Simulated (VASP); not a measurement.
Given:

```xyz
8
Lattice="0.0000 2.9531 2.9531 2.9531 0.0000 2.9531 11.7804 11.7804 0.0319" Properties=species:S:1:pos:R:3 pbc="T T T"
Zn    11.6375    11.6375     0.1749
Zn     2.8970     2.8970     0.0561
Zn     8.8855     8.8855     5.8800
Zn    11.9286    11.9286     5.7899
Te     1.3919     1.3919     1.5612
Te     4.4258     4.4258     1.4804
Te     7.4600     7.4600     1.3992
S     10.2997    10.2997     1.5126
```

These are PBEsol GGA, VASP's PBE PAW potentials (set 64) (plane waves; VASP) values and carry that method's errors. Numerical set-up: 400 eV cut-off, Gaussian smearing of 0.050 eV, potentials Zn Te S.

Unless said otherwise, spin-orbit coupling is left out, though it shifts the bands of the heavy elements here.

Problem. What does the run give for the band gap (along the path) with the smallest direct gap where there is one?

Solution. 
The band gap (along the path) is 0.45 eV. The smallest direct gap (along the path) is 0.45 eV.

The structure was generated: Zn4STe3 was put into an ordered model structure (R3m), which need not be its known phase. It was relaxed first.
